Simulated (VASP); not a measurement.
Calculation: optB86b-vdW, VASP's PBE PAW potentials (set 64) (plane waves; VASP 6.6.1).

VASP input:

**KPOINTS**
```
Automatic mesh
0
Gamma
5 5 7
0 0 0
```

### INCAR
```
SYSTEM = MnF2
PREC = Accurate; ENCUT = 520; LREAL = .False.
LASPH = .True.
EDIFF = 1E-7; NELM = 100; ALGO = Normal
LMAXMIX = 4
ISMEAR = 0; SIGMA = 0.05
GGA = MK; LUSE_VDW = .True.; AGGAC = 0.0
PARAM1 = 0.1234; PARAM2 = 1.0
MAGMOM = 4.5 -4.5 -0.0 2*0.0 -0.0
ISPIN = 2
IBRION = 2; NSW = 30; ISIF = 4
EDIFFG = -0.01
LWAVE = .False.; LCHARG = .False.; LORBIT = 10
```

File POSCAR:
```
MnF2
1.0
  4.9595773535   0.0000000000   0.0000000000
  0.0000000000   4.9595773535   0.0000000000
  0.0000000000   0.0000000000   3.3700219978
Mn F
2 4
direct
  0.0000000000   0.0000000000   0.0000000000
  0.5000000000   0.5000000000   0.5000000000
  0.3031558199   0.3031558199   0.0000000000
  0.8031558199   0.1968441801   0.5000000000
  0.1968441801   0.8031558199   0.5000000000
  0.6968441801   0.6968441801   0.0000000000
```

POTCAR, in this order: Mn_pv F (PBE.64 set). Program: vasp_std.

The resulting files:

**OUTCAR**
```
 ion  position               nearest neighbor table
   1  0.000  0.000  0.000-   3 2.13   6 2.13   5 2.18   4 2.18   4 2.18   5 2.18
   2  0.500  0.500  0.500-   4 2.13   5 2.13   3 2.18   6 2.18   3 2.18   6 2.18
   3  0.303  0.303  0.000-   1 2.13   2 2.18   2 2.18
   4  0.803  0.197  0.500-   2 2.13   1 2.18   1 2.18
   5  0.197  0.803  0.500-   2 2.13   1 2.18   1 2.18
   6  0.697  0.697  0.000-   1 2.13   2 2.18   2 2.18
  LATTYP: Found a simple tetragonal cell.
 ALAT       =     4.9595773535
 C/A-ratio  =     0.6794978196
 Subroutine PRICEL returns:
 Original cell was already a primitive cell.
 Subroutine GETGRP returns: Found 16 space group operations
The static configuration has the point symmetry D_2h.
 The point group associated with its full space group is D_4h.
The dynamic configuration has the point symmetry D_2h.
The overall configuration has the point symmetry D_2h.
 Subroutine INISYM returns: Found 16 space group operations
 Subroutine IBZKPT returns following result:
 Found     24 irreducible k-points:

 Following reciprocal coordinates:
            Coordinates               Weight
  0.000000  0.000000  0.000000      1.000000
  0.200000  0.000000  0.000000      4.000000
...
```

### OSZICAR
```
       N       E                     dE             d eps       ncg     rms          rms(c)
DAV:   1     0.715606932860E+03    0.71561E+03   -0.31458E+04  3136   0.188E+03
DAV:   2     0.438457431902E+02   -0.67176E+03   -0.64860E+03  3472   0.537E+02
DAV:   3    -0.270663894030E+02   -0.70912E+02   -0.70414E+02  3456   0.183E+02
DAV:   4    -0.290162480026E+02   -0.19499E+01   -0.19348E+01  3632   0.303E+01
DAV:   5    -0.290519178877E+02   -0.35670E-01   -0.35663E-01  3360   0.456E+00    0.190E+01
DAV:   6    -0.251008848407E+02    0.39510E+01   -0.27332E+01  3672   0.374E+01    0.142E+01
DAV:   7    -0.252224524752E+02   -0.12157E+00   -0.19207E+00  3280   0.103E+01    0.966E+00
DAV:   8    -0.250892153849E+02    0.13324E+00   -0.44983E-01  3272   0.594E+00    0.336E+00
DAV:   9    -0.252206199240E+02   -0.13140E+00   -0.96156E-02  3840   0.341E+00    0.853E-01
DAV:  10    -0.252258571061E+02   -0.52372E-02   -0.21515E-02  3184   0.934E-01    0.166E-01
DAV:  11    -0.252262042701E+02   -0.34716E-03   -0.87113E-04  3560   0.265E-01    0.712E-02
DAV:  12    -0.252264537520E+02   -0.24948E-03   -0.10498E-04  3376   0.800E-02    0.467E-02
DAV:  13    -0.252265144592E+02   -0.60707E-04   -0.55016E-05  3416   0.496E-02    0.155E-02
DAV:  14    -0.252265282325E+02   -0.13773E-04   -0.17413E-05  3432   0.313E-02    0.448E-03
DAV:  15    -0.252265299257E+02   -0.16932E-05   -0.87816E-07  2952   0.713E-03    0.174E-03
DAV:  16    -0.252265304168E+02   -0.49106E-06   -0.21230E-07  2768   0.310E-03    0.981E-04
DAV:  17    -0.252265303158E+02    0.10101E-06   -0.13983E-08  1896   0.952E-04    0.323E-04
DAV:  18    -0.252265302735E+02    0.42274E-07   -0.49688E-09  1688   0.632E-04
   1 F= -.25226530E+02 E0= -.25226530E+02  d E =-.252265E+02  mag=     0.0000
       N       E                     dE             d eps       ncg     rms          rms(c)
DAV:   1    -0.252314881952E+02   -0.49579E-02   -0.38812E-01  3072   0.482E+00    0.511E-01
DAV:   2    -0.252292741108E+02    0.22141E-02   -0.91351E-03  3520   0.772E-01    0.306E-01
DAV:   3    -0.252282010418E+02    0.10731E-02   -0.11413E-03  3968   0.277E-01    0.167E-01
DAV:   4    -0.252280843513E+02    0.11669E-03   -0.34413E-04  3624   0.132E-01    0.483E-02
DAV:   5    -0.252280862426E+02   -0.18913E-05   -0.23123E-05  3144   0.330E-02    0.297E-02
DAV:   6    -0.252280870643E+02   -0.82175E-06   -0.25798E-06  3920   0.126E-02    0.122E-02
DAV:   7    -0.252280879204E+02   -0.85605E-06   -0.52781E-07  3320   0.540E-03    0.203E-03
DAV:   8    -0.252280877703E+02    0.15006E-06   -0.44768E-08  1928   0.181E-03    0.777E-04
DAV:   9    -0.252280877786E+02   -0.83037E-08   -0.13713E-08  1712   0.104E-03
   2 F= -.25228088E+02 E0= -.25228088E+02  d E =-.155751E-02  mag=     0.0000
       N       E                     dE             d eps       ncg     rms          rms(c)
DAV:   1    -0.252504532239E+02   -0.22365E-01   -0.23824E+00  3072   0.119E+01    0.127E+00
DAV:   2    -0.252369347020E+02    0.13519E-01   -0.55983E-02  3488   0.191E+00    0.761E-01
DAV:   3    -0.252303830159E+02    0.65517E-02   -0.69325E-03  4024   0.680E-01    0.417E-01
DAV:   4    -0.252296111229E+02    0.77189E-03   -0.21042E-03  3608   0.327E-01    0.119E-01
DAV:   5    -0.252296265367E+02   -0.15414E-04   -0.14654E-04  3160   0.829E-02    0.734E-02
DAV:   6    -0.252296314357E+02   -0.48990E-05   -0.15870E-05  3912   0.309E-02    0.303E-02
DAV:   7    -0.252296349157E+02   -0.34800E-05   -0.32708E-06  3640   0.133E-02    0.507E-03
DAV:   8    -0.252296346459E+02    0.26977E-06   -0.27470E-07  2896   0.382E-03    0.198E-03
DAV:   9    -0.252296346406E+02    0.53051E-08   -0.50465E-08  1864   0.220E-03
   3 F= -.25229635E+02 E0= -.25229635E+02  d E =-.310437E-02  mag=     0.0000
```

**OUTCAR**
```
------------------------ aborting loop because EDIFF is reached ----------------------------------------
  FORCE on cell =-STRESS in cart. coord.  units (eV):
  Direction    XX          YY          ZZ          XY          YZ          ZX
  --------------------------------------------------------------------------------------
  Total       -2.4254957     -2.4254957     -2.4174209      0.0000000      0.0000000      0.0000000
  in kB      -46.8801534    -46.8801534    -46.7240827      0.0000000      0.0000000      0.0000000
  external PRESSURE =     -46.8281299 kB  Pullay stress =       0.0000000 kB
  volume of cell :       82.89
      direct lattice vectors                 reciprocal lattice vectors
     4.984064048  0.000000000  0.000000000     0.200639476 -0.000000000  0.000000000
     0.000000000  4.984064048  0.000000000     0.000000000  0.200639476  0.000000000
     0.000000000  0.000000000  3.336989523     0.000000000  0.000000000  0.299671303
 POSITION                                       TOTAL-FORCE (eV/Angst)
 -----------------------------------------------------------------------------------
      0.00000      0.00000      0.00000         0.000000      0.000000      0.000000
      2.49203      2.49203      1.66849        -0.000000      0.000000      0.000000
      1.51594      1.51594      0.00000        -0.000411     -0.000411      0.000000
      4.00797      0.97609      1.66849        -0.000411      0.000411     -0.000000
      0.97609      4.00797      1.66849         0.000411     -0.000411      0.000000
      3.46812      3.46812      0.00000         0.000411      0.000411     -0.000000
 -----------------------------------------------------------------------------------
    total drift:                                0.000000     -0.000000     -0.000000
  FREE ENERGIE OF THE ION-ELECTRON SYSTEM (eV)
  ---------------------------------------------------
  free  energy   TOTEN  =       -25.2296346406 eV

  energy  without entropy=      -25.2296346406  energy(sigma->0) =      -25.22963464

 total charge

# of ion       s       p       d       tot
------------------------------------------
    1        0.153   6.130   4.940  11.223
    2        0.153   6.130   4.940  11.223
    3        1.729   4.347   0.000   6.076
    4        1.729   4.347   0.000   6.076
    5        1.729   4.347   0.000   6.076
    6        1.729   4.347   0.000   6.076
--------------------------------------------------
tot          7.225  29.648   9.879  46.752

 magnetization (x)

# of ion       s       p       d       tot
------------------------------------------
    1        0.016   0.014   4.515   4.545
    2       -0.016  -0.014  -4.515  -4.545
    3       -0.002  -0.024   0.000  -0.026
    4        0.002   0.024   0.000   0.026
    5        0.002   0.024   0.000   0.026
    6       -0.002  -0.024   0.000  -0.026
--------------------------------------------------
tot         -0.000   0.000   0.000  -0.000

 reached required accuracy - stopping structural energy minimisation
```
(Selected blocks of OUTCAR.)

File CONTCAR:
```
MnF2
   1.00000000000000
     4.9840640476091593    0.0000000000000000    0.0000000000000000
     0.0000000000000000    4.9840640476091593    0.0000000000000000
     0.0000000000000000    0.0000000000000000    3.3369895226854180
  Mn              F
     2     4
Direct
     0.0000000000000000    0.0000000000000000    0.0000000000000000
     0.5000000000000000    0.5000000000000000    0.5000000000000000
     0.3041577295701871    0.3041577295701871    0.0000000000000000
     0.8041577295701871    0.1958422704298129    0.5000000000000000
     0.1958422704298129    0.8041577295701871    0.5000000000000000
     0.6958422704298129    0.6958422704298129    0.0000000000000000
```

The compound is MnF2 in the rutile structure. This cell is one point of a volume scan, at 1.06 of the reference volume. Symmetry was kept, so distortions that lower it aren't found.
